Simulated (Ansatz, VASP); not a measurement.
**Cross-check of TiO2 (Rutile) between VASP and Ansatz**

One calculation is typed for both programs; each brings its own data sets. How far apart do they land? The cell is taken from a series of runs on this material, whose earlier steps may have relaxed, scaled, displaced or heated it; both programs get it as it stands.

Calculated with Ansatz 0.2.0; plane waves, with VASP 6.6.1 beside it; zone-centre phonons at LDA.

### 1. Set-up

Symmetry: P4_2/mnm, No. 136, tetragonal system. The conventional cell has a = 4.548 Å, b = 4.548 Å, c = 2.917 Å, α = 90.00°, β = 90.00°, γ = 90.00°. Nearest to Ti lie 6 O at 1.93 to 1.96 Å. Nearest to O lie 3 Ti at 1.93 to 1.96 Å. Farther neighbours and most contacts between anions are not listed.

As a file:

```xyz
6
Lattice="4.5481 0.0000 0.0000 0.0000 4.5481 0.0000 0.0000 0.0000 2.9172" Properties=species:S:1:pos:R:3 pbc="T T T"
Ti    0.0000    0.0000    0.0000
Ti    2.2740    2.2740    1.4586
O     1.3825    1.3825    0.0000
O     0.8916    3.6565    1.4586
O     3.1656    3.1656    0.0000
O     3.6565    0.8916    1.4586
```

### 2. VASP: zone-centre phonons, LDA

Second derivatives magnify differences that forces hide, and they need a tight electronic threshold.

Lines of VASP's logs that name or quote its potential files are left out, and so is its time.

Input file INCAR:

```
SYSTEM = TiO2
PREC = Accurate
ENCUT = 600
EDIFF = 1E-08
NELM = 120
ISMEAR = 0
SIGMA = 0.01
LREAL = .FALSE.
ALGO = Normal
GGA = CA
NBANDS = 30
LASPH = .TRUE.
LORBIT = 11
LWAVE = .FALSE.
LCHARG = .FALSE.
ISIF = 2
IBRION = 8
LEPSILON = .TRUE.
GGA_COMPAT = .FALSE.
EFERMI = MIDGAP
KPAR = 2
```

Input file POSCAR:

```
TiO2
1.0
    4.5480793183      0.0000000000      0.0000000000
    0.0000000000      4.5480793183      0.0000000000
    0.0000000000      0.0000000000      2.9171519440
Ti O
2 4
Direct
    0.0000000000      0.0000000000      0.0000000000
    0.5000000000      0.5000000000      0.5000000000
    0.3039664328      0.3039664328      0.0000000000
    0.1960335672      0.8039664328      0.5000000000
    0.6960335672      0.6960335672      0.0000000000
    0.8039664328      0.1960335672      0.5000000000
```

Input file KPOINTS:

```
Automatic mesh
0
Gamma
6 6 8
0 0 0
```

Potentials, in the order of the species: Ti_sv and O (LDA family, release 64).

The run is started by

```sh
$ mpirun -np 2 vasp_std
```

Numbers of over 12 decimals in the logs are rounded to 6 here.

Log:

```text
[banner, memory and clock lines left out]
running    2 mpi-ranks, on    1 nodes
 distrk:  each k-point on    1 cores,    2 groups
 distr:  one band on    1 cores,    1 groups

 POSCAR found type information on POSCAR TiO
 POSCAR found :  2 types and       6 ions
 LDA part: xc-table for (Slater(with rela. corr.)+CA(PZ))
 , standard interpolation
 POSCAR, INCAR and KPOINTS ok, starting setup
 FFT: planning ... GRIDC
 FFT: planning ... GRID_SOFT
 FFT: planning ... GRID
 WAVECAR not read
 entering main loop
       N       E                     dE             d eps       ncg     rms          rms(c)
DAV:   1     0.694181614293E+03    0.69418E+03   -0.26906E+04  3000   0.209E+03
DAV:   2     0.403040761763E+02   -0.65388E+03   -0.62199E+03  3214   0.587E+02
DAV:   3    -0.703724241563E+02   -0.11068E+03   -0.10739E+03  4554   0.213E+02
DAV:   4    -0.753291414856E+02   -0.49567E+01   -0.49503E+01  4122   0.456E+01
DAV:   5    -0.755298077426E+02   -0.20067E+00   -0.20063E+00  4110   0.764E+00    0.321E+01
DAV:   6    -0.594181158115E+02    0.16112E+02   -0.98140E+01  3658   0.978E+01    0.117E+01
DAV:   7    -0.590459866326E+02    0.37213E+00   -0.14709E+01  3606   0.327E+01    0.859E+00
DAV:   8    -0.589527085620E+02    0.93278E-01   -0.33884E+00  3534   0.188E+01    0.399E+00
DAV:   9    -0.587821271964E+02    0.17058E+00   -0.10555E+00  3540   0.998E+00    0.102E+00
DAV:  10    -0.587904411271E+02   -0.83139E-02   -0.91959E-02  3746   0.242E+00    0.466E-01
DAV:  11    -0.587869340793E+02    0.35070E-02   -0.13764E-02  3838   0.849E-01    0.765E-02
DAV:  12    -0.587871160169E+02   -0.18194E-03   -0.14651E-03  3172   0.432E-01    0.158E-01
DAV:  13    -0.587868937001E+02    0.22232E-03   -0.74682E-04  3658   0.287E-01    0.284E-02
DAV:  14    -0.587868919832E+02    0.17169E-05   -0.45579E-05  3730   0.564E-02    0.999E-03
DAV:  15    -0.587868925792E+02   -0.59606E-06   -0.36335E-06  3606   0.138E-02    0.254E-03
DAV:  16    -0.587868925346E+02    0.44677E-07   -0.34591E-07  3962   0.435E-03    0.182E-03
DAV:  17    -0.587868925321E+02    0.24738E-08   -0.81213E-08  3110   0.244E-03
   1 F= -.58786893E+02 E0= -.58786893E+02  d E =0.000000E+00
 Linear response reoptimize wavefunctions to high precision
DAV:   1    -0.587868925310E+02    0.11232E-08   -0.91493E-09  2466   0.811E-04
DAV:   2    -0.587868925311E+02   -0.14643E-09   -0.11055E-09  1596   0.264E-04
DAV:   3    -0.587868925310E+02    0.79126E-10   -0.29876E-10  1572   0.126E-04
 Linear response G [H, r] |phi>, progress :
  Direction:   1
       N       E                     dE             d eps       ncg     rms
RMM:   1    -0.224930191046E+03   -0.22493E+03   -0.38937E+03  3394   0.104E+03
RMM:   2    -0.181066376445E+03    0.43864E+02   -0.19999E+02  5408   0.918E+01
RMM:   3    -0.188013115240E+03   -0.69467E+01   -0.47579E+01  7096   0.302E+01
RMM:   4    -0.189074155353E+03   -0.10610E+01   -0.98616E+00  7682   0.129E+01
RMM:   5    -0.189331333948E+03   -0.25718E+00   -0.21402E+00  7815   0.605E+00
RMM:   6    -0.189417061247E+03   -0.85727E-01   -0.68617E-01  7769   0.311E+00
RMM:   7    -0.189440718966E+03   -0.23658E-01   -0.23712E-01  7759   0.163E+00
RMM:   8    -0.189449168143E+03   -0.84492E-02   -0.90613E-02  7897   0.965E-01
RMM:   9    -0.189452076202E+03   -0.29081E-02   -0.35245E-02  7913   0.567E-01
RMM:  10    -0.189453086786E+03   -0.10106E-02   -0.18044E-02  7895   0.365E-01
RMM:  11    -0.189453687349E+03   -0.60056E-03   -0.16272E-02  7778   0.237E-01
RMM:  12    -0.189454137000E+03   -0.44965E-03   -0.74165E-03  7680   0.164E-01
RMM:  13    -0.189454388231E+03   -0.25123E-03   -0.56424E-03  7534   0.114E-01
RMM:  14    -0.189454507825E+03   -0.11959E-03   -0.44316E-03  7361   0.827E-02
[...]
RMM:  23    -0.189454722696E+03   -0.36261E-05   -0.37757E-04  5982   0.785E-03
RMM:  24    -0.189454722957E+03   -0.26121E-06   -0.17392E-04  5831   0.641E-03
RMM:  25    -0.189454724778E+03   -0.18215E-05   -0.26406E-04  5700   0.529E-03
RMM:  26    -0.189454724524E+03    0.25405E-06   -0.10411E-04  5477   0.443E-03
RMM:  27    -0.189454725846E+03   -0.13217E-05   -0.15832E-04  5407   0.376E-03
RMM:  28    -0.189454725421E+03    0.42464E-06   -0.49687E-05  5288   0.324E-03
RMM:  29    -0.189454726131E+03   -0.70990E-06   -0.11832E-04  5174   0.282E-03
RMM:  30    -0.189454725933E+03    0.19866E-06   -0.39531E-05  5119   0.250E-03
[...]
RMM:  10    -0.782807753650E+00   -0.28651E-04   -0.38201E-05 14430   0.898E-03    0.476E-04
RMM:  11    -0.782815179602E+00   -0.74260E-05   -0.23596E-05 15160   0.583E-03    0.242E-04
RMM:  12    -0.782819658685E+00   -0.44791E-05   -0.14429E-05 15121   0.394E-03    0.179E-04
RMM:  13    -0.782822714714E+00   -0.30560E-05   -0.13788E-05 14757   0.278E-03    0.110E-04
RMM:  14    -0.782820052779E+00    0.26619E-05   -0.94130E-06 14921   0.204E-03    0.419E-05
RMM:  15    -0.782819833499E+00    0.21928E-06   -0.56424E-06 15310   0.151E-03    0.679E-05
RMM:  16    -0.782820114057E+00   -0.28056E-06   -0.35626E-06 14073   0.117E-03    0.421E-05
RMM:  17    -0.782821026279E+00   -0.91222E-06   -0.31788E-06 14422   0.934E-04    0.134E-05
RMM:  18    -0.782820594571E+00    0.43171E-06   -0.20057E-06 15402   0.724E-04    0.224E-05
RMM:  19    -0.782820651703E+00   -0.57132E-07   -0.14050E-06 13016   0.612E-04    0.400E-06
[...]
RMM:   3    -0.680368229724E+00    0.18626E-02   -0.34327E-02  7622   0.804E-01    0.145E-01
RMM:   4    -0.680308004253E+00    0.60225E-04   -0.12419E-02  8145   0.387E-01    0.302E-02
RMM:   5    -0.681023450867E+00   -0.71545E-03   -0.15730E-03  9016   0.148E-01    0.151E-02
RMM:   6    -0.681525066981E+00   -0.50162E-03   -0.27709E-04  8581   0.578E-02    0.588E-03
RMM:   7    -0.681747807380E+00   -0.22274E-03   -0.11082E-04  8592   0.312E-02    0.190E-03
RMM:   8    -0.681800314196E+00   -0.52507E-04   -0.53601E-05  8845   0.179E-02    0.604E-04
RMM:   9    -0.681791600415E+00    0.87138E-05   -0.34773E-05  9252   0.104E-02    0.477E-04
RMM:  10    -0.681792874577E+00   -0.12742E-05   -0.23981E-05  9151   0.653E-03    0.258E-04
RMM:  11    -0.681799588666E+00   -0.67141E-05   -0.18264E-05  8988   0.448E-03    0.132E-04
RMM:  12    -0.681795559312E+00    0.40294E-05   -0.11566E-05  9278   0.320E-03    0.125E-04
RMM:  13    -0.681796925723E+00   -0.13664E-05   -0.96813E-06  8740   0.245E-03    0.517E-05
RMM:  14    -0.681798048190E+00   -0.11225E-05   -0.61685E-06  9046   0.192E-03    0.312E-05
[...]
RMM:  24    -0.681796165487E+00   -0.80948E-07   -0.53320E-07  7719   0.346E-04    0.306E-05
RMM:  25    -0.681796182906E+00   -0.17419E-07   -0.56696E-07  8716   0.292E-04    0.400E-05
RMM:  26    -0.681796186754E+00   -0.38482E-08   -0.38514E-07  7738   0.255E-04    0.462E-05
RMM:  27    -0.681796121767E+00    0.64987E-07   -0.44568E-07  9540   0.237E-04    0.402E-05
RMM:  28    -0.681796174723E+00   -0.52957E-07   -0.29601E-07  8040   0.205E-04    0.510E-05
RMM:  29    -0.681796183382E+00   -0.86583E-08   -0.33461E-07  6559   0.178E-04    0.555E-05
RMM:  30    -0.681796159038E+00    0.24344E-07   -0.24280E-07  7626   0.161E-04    0.564E-05
RMM:  31    -0.681796159051E+00   -0.13631E-10   -0.25430E-07  7305   0.144E-04    0.582E-05
 first order change of Fermi-energy   0.49403E-03
 force on displaced ion       1 direction 3 :  -0.000   0.000  -2.174
 Born effective charge ion    1 direction 3 :   0.000   0.000   7.674
 Linear response progress:
  Degree of freedom:   3/  4
       N       E                     dE             d eps       ncg     rms          rms(c)
RMM:   1    -0.384636448378E+00   -0.38464E+00    0.11095E-01 13499   0.325E+00
RMM:   2    -0.367038740132E+00    0.17598E-01   -0.21380E-02 10930   0.865E-01    0.256E-01
RMM:   3    -0.368887986427E+00   -0.18492E-02   -0.47253E-03 11417   0.387E-01    0.169E-01
RMM:   4    -0.369888021198E+00   -0.10000E-02   -0.16109E-03 12346   0.206E-01    0.757E-02
RMM:   5    -0.370602755452E+00   -0.71473E-03   -0.38965E-04 13051   0.118E-01    0.290E-02
RMM:   6    -0.370720106480E+00   -0.11735E-03   -0.14027E-04 14695   0.608E-02    0.168E-02
RMM:   7    -0.370721997123E+00   -0.18906E-05    0.14584E-05 13983   0.336E-02    0.528E-03
RMM:   8    -0.370712243884E+00    0.97532E-05    0.33798E-05 14442   0.179E-02    0.294E-03
RMM:   9    -0.370708614496E+00    0.36294E-05    0.27984E-05 14438   0.979E-03    0.115E-03
RMM:  10    -0.370713809951E+00   -0.51955E-05    0.16832E-05 14566   0.559E-03    0.436E-04
RMM:  11    -0.370714652682E+00   -0.84273E-06    0.16001E-05 14940   0.308E-03    0.401E-04
RMM:  12    -0.370715449110E+00   -0.79643E-06    0.88639E-06 14535   0.188E-03    0.139E-04
RMM:  13    -0.370716001889E+00   -0.55278E-06    0.62652E-06 15117   0.104E-03    0.129E-04
RMM:  14    -0.370716244097E+00   -0.24221E-06    0.39217E-06 14256   0.611E-04    0.388E-05
[...]
RMM:  18    -0.370716601462E+00   -0.25101E-07    0.70930E-07 15065   0.852E-05    0.326E-06
RMM:  19    -0.370716636529E+00   -0.35067E-07    0.43859E-07 15152   0.542E-05    0.101E-05
RMM:  20    -0.370716643290E+00   -0.67611E-08    0.34145E-07 13499   0.438E-05    0.726E-07
RMM:  21    -0.370716656148E+00   -0.12859E-07    0.22187E-07 15378   0.307E-05    0.153E-06
RMM:  22    -0.370716661917E+00   -0.57690E-08    0.17278E-07 14063   0.242E-05    0.105E-06
RMM:  23    -0.370716665907E+00   -0.39898E-08    0.10246E-07 13630   0.212E-05    0.719E-07
RMM:  24    -0.370716667333E+00   -0.14262E-08    0.11753E-07 12046   0.195E-05    0.558E-07
RMM:  25    -0.370716668052E+00   -0.71860E-09    0.82946E-08 11342   0.188E-05    0.152E-07
 first order change of Fermi-energy  -0.22582E-01
 force on displaced ion       3 direction 1 : -12.367  -7.112   0.000
 Born effective charge ion    3 direction 1 :  -3.167  -1.803   0.000
 Linear response progress:
  Degree of freedom:   4/  4
       N       E                     dE             d eps       ncg     rms          rms(c)
RMM:   1    -0.369430419464E+00   -0.36943E+00    0.14024E-01 11416   0.333E+00
RMM:   2    -0.353032417290E+00    0.16398E-01   -0.24472E-02  9650   0.876E-01    0.204E-01
RMM:   3    -0.355542603161E+00   -0.25102E-02   -0.50464E-03 11053   0.334E-01    0.105E-01
RMM:   4    -0.357366970701E+00   -0.18244E-02   -0.15806E-03 11257   0.187E-01    0.316E-02
RMM:   5    -0.357750321322E+00   -0.38335E-03   -0.37456E-04 12420   0.740E-02    0.844E-03
RMM:   6    -0.357719020516E+00    0.31301E-04   -0.64785E-05 12231   0.309E-02    0.415E-03
RMM:   7    -0.357703495604E+00    0.15525E-04   -0.16431E-05 12347   0.149E-02    0.241E-03
RMM:   8    -0.357689914620E+00    0.13581E-04   -0.53016E-06 12179   0.775E-03    0.782E-04
RMM:   9    -0.357692852623E+00   -0.29380E-05   -0.70575E-06 12818   0.397E-03    0.493E-04
RMM:  10    -0.357692247190E+00    0.60543E-06   -0.31680E-06 12989   0.208E-03    0.169E-04
RMM:  11    -0.357691323197E+00    0.92399E-06   -0.45227E-06 13115   0.112E-03    0.539E-05
RMM:  12    -0.357691016257E+00    0.30694E-06   -0.23009E-06 12963   0.605E-04    0.594E-05
RMM:  13    -0.357690961901E+00    0.54355E-07   -0.11195E-06 13187   0.343E-04    0.328E-05
RMM:  14    -0.357690868061E+00    0.93841E-07   -0.82560E-07 12826   0.204E-04    0.141E-05
RMM:  15    -0.357690896708E+00   -0.28647E-07   -0.44515E-07 12941   0.122E-04    0.116E-05
RMM:  16    -0.357690881969E+00    0.14739E-07   -0.14620E-07 13307   0.745E-05    0.719E-06
RMM:  17    -0.357690860859E+00    0.21110E-07   -0.19195E-07 13224   0.479E-05    0.234E-06
RMM:  18    -0.357690853317E+00    0.75426E-08   -0.65707E-08 13101   0.327E-05    0.140E-06
 first order change of Fermi-energy   0.27335E-04
 force on displaced ion       3 direction 3 :   0.018   0.018  -8.981
 Born effective charge ion    3 direction 3 :  -0.001  -0.001  -3.838
 Born effective charges drift removed
 Linear response finished
```

(Continued in part 2 of 3.)

[Lines on the potential files, build, host, timing and source positions are cut from VASP's logs without a mark.]

[Logs are printed without paths, hosts, clocks, repeated set-up lines and the standing remarks that a program may print on its own settings, such as how far it seeks lower states.]

[Hosts, paths, dates, database ids (printed as entryN), source tags and the programs' standing remarks are cut or masked in the printed files.]
